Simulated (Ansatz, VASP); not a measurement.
**Zn (Zinc) in two plane-wave programs**

One calculation is typed for both programs; each brings its own data sets. How far apart do they land? The two relaxations start from unlike cells of this crystal (the structure described is Ansatz's start), so only their ends are compared.

Program: Ansatz 0.2.0. Level of theory: plane waves, with VASP 6.6.1 beside it; relaxation of cell and atoms at LDA. Results are calculated unless marked as measured.

## Step 1: The starting structure

It takes space group P6_3/mmc (No. 194, hexagonal). Conventional cell: a = 2.620 Å, b = 2.620 Å, c = 5.206 Å, α = 90.00°, β = 90.00°, γ = 120.00°. Nearest to Zn lie 6 Zn at 2.62 Å.

## Step 2: VASP: relaxation of cell and atoms, LDA

The relaxed volume is the usual yardstick between codes: in a stiff, nearly cubic crystal its relative difference is about their pressure difference at one cell divided by the bulk modulus.

Lines of VASP's logs that name or quote its potential files are left out, and so is its time.

Input file INCAR:

```
SYSTEM = Zn
PREC = Accurate
ENCUT = 500
EDIFF = 1E-07
NELM = 120
ISMEAR = 1
SIGMA = 0.2
LREAL = .FALSE.
ALGO = Normal
GGA = CA
NBANDS = 18
LORBIT = 11
LWAVE = .FALSE.
LCHARG = .FALSE.
ISIF = 3
IBRION = 2
NSW = 80
EDIFFG = -0.005
LASPH = .TRUE.
GGA_COMPAT = .FALSE.
NELMIN = 4
KPAR = 2
```

Input file POSCAR:

```
Zn
1.0
    2.5390273339     -0.0000000182      0.0000000000
   -1.2695131982      2.1988623523      0.0000000000
    0.0000000000      0.0000000000      4.9898421795
Zn
2
Direct
    0.3333332061      0.6666666667      0.2500000480
    0.6666664122      0.3333333333      0.7499999520
```

Input file KPOINTS:

```
Automatic mesh
0
Gamma
12 12 6
0 0 0
```

The projector-augmented-wave data sets are Zn (LDA family, release 64).

Command:

```console
$ mpirun -np 2 vasp_std
```

Numbers of over 12 decimals in the logs are rounded to 6 here.

The log of the run:

```text
[banner, memory and clock lines left out]
running    2 mpi-ranks, on    1 nodes
 distrk:  each k-point on    1 cores,    2 groups
 distr:  one band on    1 cores,    1 groups

 POSCAR found type information on POSCAR Zn
 POSCAR found :  1 types and       2 ions
 LDA part: xc-table for (Slater(with rela. corr.)+CA(PZ))
 , standard interpolation
 POSCAR, INCAR and KPOINTS ok, starting setup
 FFT: planning ... GRIDC
 FFT: planning ... GRID_SOFT
 FFT: planning ... GRID
 WAVECAR not read
 entering main loop
       N       E                     dE             d eps       ncg     rms          rms(c)
DAV:   1     0.106174487741E+03    0.10617E+03   -0.12373E+04  2848   0.211E+03
DAV:   2     0.702460221682E-01   -0.10610E+03   -0.10321E+03  2750   0.297E+02
DAV:   3    -0.405727780401E+01   -0.41275E+01   -0.41144E+01  3110   0.676E+01
DAV:   4    -0.407853393849E+01   -0.21256E-01   -0.21251E-01  3048   0.492E+00
DAV:   5    -0.407856414334E+01   -0.30205E-04   -0.30205E-04  2978   0.164E-01    0.500E+00
DAV:   6    -0.379123496591E+01    0.28733E+00   -0.11166E+00  2966   0.235E+01    0.349E+00
DAV:   7    -0.376893384871E+01    0.22301E-01   -0.46625E-02  3492   0.384E+00    0.175E+00
DAV:   8    -0.375893870980E+01    0.99951E-02   -0.35285E-03  3698   0.829E-01    0.568E-02
DAV:   9    -0.375890674495E+01    0.31965E-04   -0.33775E-04  3540   0.222E-01    0.315E-02
DAV:  10    -0.375890920126E+01   -0.24563E-05   -0.22643E-05  2902   0.436E-02    0.302E-03
DAV:  11    -0.375890913138E+01    0.69884E-07   -0.75545E-07  3012   0.105E-02
   1 F= -.37589091E+01 E0= -.37583169E+01  d E =-.375891E+01
 curvature:   0.00 expect dE= 0.000E+00 dE for cont linesearch  0.000E+00
 trial: gam= 0.00000 g(F)=  0.464E-42 g(S)=  0.196E-04 ort = 0.000E+00 (trialstep = 0.100E+01)
 search vector abs. value=  0.196E-04
 bond charge predicted
       N       E                     dE             d eps       ncg     rms          rms(c)
DAV:   1    -0.375943547012E+01   -0.52627E-03   -0.49461E-03  2916   0.138E+00    0.161E-01
DAV:   2    -0.375897715046E+01    0.45832E-03   -0.15054E-03  2918   0.874E-01    0.521E-02
DAV:   3    -0.375893345101E+01    0.43699E-04   -0.24870E-05  3242   0.781E-02    0.287E-02
DAV:   4    -0.375891477394E+01    0.18677E-04   -0.31631E-06  4068   0.320E-02    0.118E-03
DAV:   5    -0.375891483091E+01   -0.56961E-07   -0.46971E-07  2820   0.574E-03
   2 F= -.37589148E+01 E0= -.37583226E+01  d E =-.569953E-05
 trial-energy change:   -0.000006  1 .order   -0.000007   -0.000020    0.000005
 step:   0.7148(harm=  0.7827)  dis= 0.00000  next Energy=    -3.758916 (dE=-0.651E-05)
 reached required accuracy - stopping structural energy minimisation
```

From OUTCAR (step 2):

```text
ion  position               nearest neighbor table
   1  0.333  0.667  0.250-   2 2.89   2 2.89   2 2.89   2 2.89   2 2.89   2 2.89
   2  0.667  0.333  0.750-   1 2.89   1 2.89   1 2.89   1 2.89   1 2.89   1 2.89

  LATTYP: Found a hexagonal cell.
 ALAT       =     2.5390273339
 C/A-ratio  =     1.9652573696

 Subroutine GETGRP returns: Found 24 space group operations
 (whereof 12 operations were pure point group operations)

The static configuration has the point symmetry D_3d.
 The point group associated with its full space group is D_6h.

 Found     76 irreducible k-points:

   k-points           NKPTS =     76   k-points in BZ     NKDIM =     76   number of bands    NBANDS=     18

   dimension x,y,z NGX =    20 NGY =   20 NGZ =   36
   dimension x,y,z NGXF=    40 NGYF=   40 NGZF=   72

   ENCUT  =  500.0 eV  36.75 Ry    6.06 a.u.   4.63  4.63  9.10*2*pi/ulx,y,z

   NELECT =      24.0000    total number of electrons

 k-points in reciprocal lattice and weights: Automatic mesh
   0.00000000  0.00000000  0.00000000       0.001
   0.08333333  0.00000000  0.00000000       0.007
   0.16666667 -0.00000000  0.00000000       0.007
   0.25000000 -0.00000000  0.00000000       0.007
   0.33333333 -0.00000000  0.00000000       0.007
   0.41666667 -0.00000000  0.00000000       0.007
   0.50000000 -0.00000000  0.00000000       0.003
   0.08333333  0.08333333  0.00000000       0.007
   0.16666667  0.08333333  0.00000000       0.014
[...]
0.33333333  0.25000000  0.50000000       0.014
   0.33333333  0.33333333  0.50000000       0.002

 average (electrostatic) potential at core
       1 -37.6435       2 -37.6435

 E-fermi :   3.3919

 k-point     1 :       0.0000    0.0000    0.0000
  band No.  band energies     occupation
    ...
      9      -3.9777      2.00000
     10      -3.7939      2.00000
     11      -3.7939      2.00000
     12      -0.7774      2.00000
     13      -0.1492      2.00000
     14      15.9091      0.00000
     15      20.1260      0.00000
     16      23.2644      0.00000
     17      23.2644      0.00000
     18      24.4010      0.00000

 k-point     2 :       0.0833    0.0000    0.0000
  band No.  band energies     occupation
    ...
      9      -3.9990      2.00000
     10      -3.9436      2.00000
     11      -3.7943      2.00000
     12      -0.3908      2.00000
     13      -0.0452      2.00000
     14      16.1711      0.00000
     15      19.6182      0.00000
     16      20.3404      0.00000
     17      21.4476      0.00000
     18      23.0644      0.00000

 k-point     3 :       0.1667   -0.0000    0.0000
  band No.  band energies     occupation
    ...
      9      -4.1131      2.00000
     10      -4.0530      2.00000
     11      -3.7991      2.00000
     12       0.3066      2.00000
     13       0.5983      2.00000
     14      15.4271      0.00000
     15      16.8996      0.00000
     16      19.3145      0.00000
     17      19.8762      0.00000
     18      21.2516      0.00000

  Total       -0.0070505     -0.0070505      0.0009957     -0.0000000      0.0000000      0.0000000
  in kB       -0.4050079     -0.4050080      0.0571948     -0.0000001      0.0000000      0.0000000
  external PRESSURE =      -0.2509404 kB  Pullay stress =       0.0000000 kB

  energy-cutoff  :      500.00
  volume of cell :       27.89
      direct lattice vectors                 reciprocal lattice vectors
     2.540074712 -0.000000018  0.000000000     0.393689209  0.227296468  0.000000000
    -1.270036887  2.199769409 -0.000000000     0.000000003  0.454593104  0.000000000
     0.000000000 -0.000000000  4.991664289    -0.000000000  0.000000000  0.200333985

 POSITION                                       TOTAL-FORCE (eV/Angst)
 -----------------------------------------------------------------------------------
     -0.00000      1.46651      1.24792         0.000000      0.000000     -0.000000
      1.27004      0.73326      3.74375        -0.000000     -0.000000      0.000000
 -----------------------------------------------------------------------------------
    total drift:                                0.000074     -0.000001      0.000028

  FREE ENERGIE OF THE ION-ELECTRON SYSTEM (eV)
  ---------------------------------------------------
  free  energy   TOTEN  =        -3.7589148309 eV

  energy  without entropy=       -3.7571382729  energy(sigma->0) =       -3.75832264

 reached required accuracy - stopping structural energy minimisation

 total charge
# of ion       s       p       d       tot
------------------------------------------
    1        0.626   0.526   9.726  10.877
    2        0.626   0.526   9.726  10.877
--------------------------------------------------
tot          1.251   1.052  19.451  21.755

[... 3 further parts left out ...]
```

CONTCAR:

```
Zn
   1.00000000000000
     2.5400747122927978   -0.0000000179917370    0.0000000000000000
    -1.2700368870161713    2.1997694087031978   -0.0000000000000000
     0.0000000000000000   -0.0000000000000000    4.9916642892091518
  Zn
     2
Direct
     0.3333332061000007    0.6666666667000030    0.2500000479999969
     0.6666664122000014    0.3333333332999970    0.7499999520000031
```

## Step 3: Ansatz: relaxation of cell and atoms, LDA

Ansatz runs on its default PAW (the set named soft_2) files.

Its own start cell and the same functional (in two slightly different forms), mesh and smearing now go to Ansatz, which takes its cutoff from its data sets.

Input file input.yaml:

```yaml
crystal:
  lattice:
    - [2.6201249656, 0.0, 0.0]
    - [-1.3100624828, 2.2690947813, 0.0]
    - [0.0, 0.0, 5.2059670433]
  atoms:
    - { symbol: Zn, position: [0.3333333333, 0.6666666667, 0.25] }
    - { symbol: Zn, position: [0.6666666667, 0.3333333333, 0.75] }
kpoints:
  mp_grid: { grid: [12, 12, 6] }
hamiltonian:
  xc: lda
scf:
  occupations: { method: methfessel_paxton, width: 0.2 }
output:
  forces: true
  stress: true
  eigenvalues: true
relax:
  adjacent_minimum: "off"
  f_tol: 0.001
  max_steps: 60
  cell: { stress_tol: 0.01 }
```

Command:

```console
$ ansatz run input.yaml --threads 4 --pin off --max-ram 10240MiB --backend cpu --events-out ev --progress --plain --runs-dir out
```

The log of the run:

```text
Engine: ansatz 0.2.0, aarch64-unknown-linux-gnu
Pseudopotentials: kind: paw
Pseudopotential: Zn, paw, valence charge 12, recommended cutoff 420 eV (normal), Zn.paw.azcp
Functional definition: SPW92
  exchange = slater_x
  correlation = pw_c
Crystal: 2 atoms, lattice volume = 30.951 Å³
Basis set: ecut = 420 eV, 623 PW (Γ)
Bands: 16, of which v1, the nominal top of the filled ones, is band 12 counted from 1 (11 counted from 0)
Symmetry: 24 space group operations
Space group: P63/mmc (ITA 194), of the structure as read, at distance tolerance 3.1e-5 Å
k-points: 76 of 864
Non-local potential: Zn, projectors of the file, l = 0: 2, l = 1: 2, l = 2: 3, l = 3: 1
PAW form: soft (Blöchl's): semilocal exchange-correlation on the pseudo side does not see the compensation charge
PAW frozen core: Zn, regenerated for the run's functional, and the local potential with it (the file was generated under x = pbe(κ = 0.804, μ = 0.219515), c = pbe(β = 0.066725))
PAW one-centre angular grid: Zn, 590 points (default); XC on 64 Gauss nodes
Initial density: superposition of atomic densities (neutral atoms: chi_scale 0, normalization atom), corrected by the library's trained network
Initial wavefunctions: pseudopotential atomic-orbital guess
Functional: x = slater, c = lda
SCF iter   1: F=—  HF=-6492.428125 eV  |F-HF|=—  |Δ(HF+E_count)|=         —  Δρ=5.74e-3  dr2=3.85e-3  ethr=1.77e-3  ⟨swp⟩=4.8  Hψ=5906  notcnv=0
preconditioner: auto → none  [insulator: Δε(μ)=0.417 eV  Ē_g=13.060 eV  σ=0.200 eV  W_gap=0.73  n_scr=4 (ndim 8)  ℏωp=32.7 eV  f_vac=0.000  D(μ)=0.52/eV (n_scr^D=2)  ε∞_Penn≈7.3]
SCF iter   2: F=—  HF=-6492.427699 eV  |F-HF|=—  |Δ(HF+E_count)|=   4.26e-4  S|Δr|=    0.00e0  Δρ=1.73e-3  dr2=8.28e-4  ethr=1.60e-5  ⟨swp⟩=2.0  Hψ=2660  notcnv=0
SCF iter   3: F=—  HF=-6492.427356 eV  |F-HF|=—  |Δ(HF+E_count)|=   3.44e-4  S|Δr|=    0.00e0  Δρ=1.44e-3  dr2=2.29e-4  ethr=3.45e-6  ⟨swp⟩=2.0  Hψ=2061  notcnv=0
SCF iter   4: F=—  HF=-6492.427350 eV  |F-HF|=—  |Δ(HF+E_count)|=   5.87e-6  S|Δr|=    0.00e0  Δρ=3.62e-4  dr2=1.48e-5  ethr=9.54e-7  ⟨swp⟩=1.2  Hψ=1362  notcnv=0
SCF iter   5: F=—  HF=-6492.427349 eV  |F-HF|=—  |Δ(HF+E_count)|=   1.06e-6  S|Δr|=    0.00e0  Δρ=4.84e-5  dr2=2.60e-7  ethr=6.16e-8  ⟨swp⟩=2.0  Hψ=1966  notcnv=0
SCF iter   6: F=-6492.427349 eV  HF=-6492.427349 eV  |F-HF|=7.78e-10  |Δ(HF+E_count)|=   2.18e-8  S|Δr|=    0.00e0  Δρ=4.32e-6  dr2=2.01e-9  ethr=4.17e-10  ⟨swp⟩=5.1  Hψ=5232  notcnv=0
SCF 1 converged in 6 iterations: F = -6492.427349 eV  dr2 = 2.01e-9
  greatest PAW one-centre occupation: 0.982 electrons in one spin orbital (limit 2), on the Zn atom at site 1 (counted from 0), in its partial waves of l = 2
relax step   1: F+E_penalty+E_count = -6492.42734860 eV  Δ(F+E_penalty+E_count) = +0.000e0 eV  max|allowed force component| = 1.480e-16 eV/Å  Δτ_max = 0.0000 Å  P = -8.414 GPa  Ω = 30.951 Å³  (6 SCF iters, dr2 threshold 1.00e-7 eV, accepted)
[...]
relax step   2: F+E_penalty+E_count = -6492.51426120 eV  Δ(F+E_penalty+E_count) = -8.691e-2 eV  max|allowed force component| = 3.053e-16 eV/Å  Δτ_max = 0.0000 Å  P = -2.166 GPa  Ω = 28.149 Å³  energy of the carried Pulay correction = +8.592e-4 eV  (6 SCF iters, dr2 threshold 2.00e-7 eV, accepted)
[...]
relax step   3: F+E_penalty+E_count = -6492.52101058 eV  Δ(F+E_penalty+E_count) = -6.749e-3 eV  max|allowed force component| = 2.961e-16 eV/Å  Δτ_max = 0.0000 Å  P = +0.380 GPa  Ω = 27.589 Å³  energy of the carried Pulay correction = +1.029e-3 eV  (5 SCF iters, dr2 threshold 2.00e-7 eV, accepted)
[...]
relax step   4: F+E_penalty+E_count = -6492.52110890 eV  Δ(F+E_penalty+E_count) = -9.832e-5 eV  max|allowed force component| = 1.850e-16 eV/Å  Δτ_max = 0.0000 Å  P = -0.036 GPa  Ω = 27.719 Å³  energy of the carried Pulay correction = +9.866e-4 eV  (4 SCF iters, dr2 threshold 2.00e-7 eV, accepted)
[...]
relax step   5: F+E_penalty+E_count = -6492.52111441 eV  Δ(F+E_penalty+E_count) = -5.512e-6 eV  max|allowed force component| = 3.053e-16 eV/Å  Δτ_max = 0.0000 Å  P = -0.001 GPa  Ω = 27.707 Å³  energy of the carried Pulay correction = +9.906e-4 eV  (4 SCF iters, dr2 threshold 5.05e-9 eV, accepted)
[...]
relax step   6: F+E_penalty+E_count = -6492.52019325 eV  Δ(F+E_penalty+E_count) = +9.212e-4 eV  max|allowed force component| = 2.961e-16 eV/Å  Δτ_max = 0.0000 Å  P = -0.001 GPa  Ω = 27.707 Å³  stress off target by 5.94e-3 GPa  SCF on the basis re-selected at this cell (its energy is not comparable with the rows above)  (6 SCF iters)
basis re-selected at this cell: Δ(F+E_penalty+E_count) = +9.212e-4 eV, ΔP = -0.000 GPa vs the last step (what re-selecting the basis moved, of the pressure what is left beyond the Pulay correction that the steps carried, after the strain that the cell walked since its last selection, with what the two solves' SCF thresholds leave and, on support functions, any second-order correction that the steps lacked; it is no m [...]
SCF converged after 6 iterations
Stability not checked: this state was not tested for a lower state beside it, because cold or Methfessel-Paxton smearing, or corrected tetrahedra, fill the levels in a way that the test cannot read (fill_not_monotonic; see scf.lower_state_search)
Free energy (F): -6492.520193 eV
Harris-Foulkes:  -6492.520193 eV  (|F-HF|=1.82e-12)
Internal energy: -6492.518359 eV  (E = F + TS)
E sigma→0 (E₀):  -6492.519735 eV
Entropy (-TS):   -0.001834 eV (-0.917 meV/atom)
Fermi energy:    11.958511 eV
--- Per-component energies (eV) ---
  E_band       = 114.634472
  E_kinetic    = 265.204735
  E_local      = -2974.805158  (includes V_loc(G=0)·N_el)
  E_nonlocal   = 1224.999874
  E_hartree    = 1246.157904
  E_xc         = -273.875769
  E_vxc        = -110.508012  (∫ρ·V_xc dr)
  E_paw        = -3504.455805  (= ΣΔE_a)
  E_vpaw       = -782.572026  (= ΣTr[D̂ρ^β])
  E_aug_tail   = -0.000748  (compensation charges beyond the density's cutoff)
  E_ewald      = -2478.857675
  E_core_change = 3.114283  (= ΣΔE_core)
  E_smearing   = -0.001834  (= −TS)
  E_closure    = -0.000000  (closes the sum)
  Σ components = -6492.520193   (vs F -6492.520193, Δ=0.00e0)
--- Forces (eV/Å), atoms counted from 1 ---
  atom   1  Zn     0.00000000     0.00000000     0.00000000
  atom   2  Zn     0.00000000    -0.00000000     0.00000000
  max |Σ_I F_I| component: 3.70e-17 eV/Å
--- Stress (GPa, compression-positive) ---
        0.000867      -0.000000      -0.000000
       -0.000000       0.000867       0.000000
       -0.000000       0.000000      -0.005940
  P = ⅓ Tr σ = -0.0014 GPa (-0.014 kbar)
--- Band table (eV; the first three rows and the last of 76) ---
  k-point 0: bands = [... 8 lower, 4.6276, 4.8136, 4.8136, 7.7574, 8.4226, 24.4165, 28.5867, 31.8364]
  k-point 1: bands = [... 8 lower, 4.6430, 4.8037, 4.8037, 6.1814, 10.3798, 22.2268, 30.9641, 32.0012]
  k-point 2: bands = [... 8 lower, 4.6826, 4.7748, 4.7748, 4.7998, 12.9607, 18.9796, 32.4700, 32.4700]
  k-point 75: bands = [... 8 lower, 4.7674, 4.7674, 13.3471, 13.3471, 14.1469, 14.1469, 14.9272, 14.9272]
--- Relaxed structure (5 steps of the walk, 5 accepted, 1 SCFs on fresh bases) ---
  F+E_penalty+E_count = -6492.52019325 eV   max|allowed force component| = 2.961e-16 eV/Å   (the final SCF, on the basis selected at the relaxed cell)
  cell:  # Å, volume = 27.7071 Å³
    - [2.533735, 0, 0.0]
    - [-1.266868, 2.194279, 0.0]
    - [0.0, 0.0, 4.983542]
  atoms:
    - { symbol: Zn, position: [0.333333, 0.666667, 0.25] }
    - { symbol: Zn, position: [0.666667, 0.333333, 0.75] }
```

In the SCF lines HF is the Harris–Foulkes energy and dr2 the Hartree energy of the density residual, in eV; the loop may stop once dr2 is under the threshold and the program's other checks hold. Hψ counts applications of the Hamiltonian.

## Step 4: Comparison

Known differences besides the potentials themselves: the two LDA forms differ slightly; the cutoff is 420 eV in Ansatz and 500 eV in VASP; VASP's log shows a relativistic correction to its local exchange, Ansatz's none; Ansatz adds a Pulay correction to the stress that steers its cell, VASP none. Total energies have different zeros and are not compared.

Compared:

| quantity | Ansatz | VASP | difference |
| --- | --- | --- | --- |
| volume (Å³) | 27.71 | 27.89 | -0.66 % |
| edge a after relaxation, in the typed setting (Å) | 2.534 | 2.540 | -0.25 % |
| edge c after relaxation, in the typed setting (Å) | 4.984 | 4.992 | -0.16 % |

## Step 5: Outcome

| Item | Value |
| --- | --- |
| difference in volume (relaxation of cell and atoms, LDA) | -0.66 % |

What this shows: The difference in volume is -0.66 % (relaxation of cell and atoms, LDA), within the 1.2 % picked in this series as the mark of a large difference, as far as the stopping tolerances let one tell. 2 further runs of this series are not shown here. How closely two codes agree says nothing of how well the functional describes the real material.

[Lines on the potential files, build, host, timing and source positions are cut from VASP's logs without a mark.]

[Logs are printed without paths, hosts, clocks, repeated set-up lines and the standing remarks that a program may print on its own settings, such as how far it seeks lower states.]

[Hosts, paths, dates, database ids (printed as entryN), source tags and the programs' standing remarks are cut or masked in the printed files.]
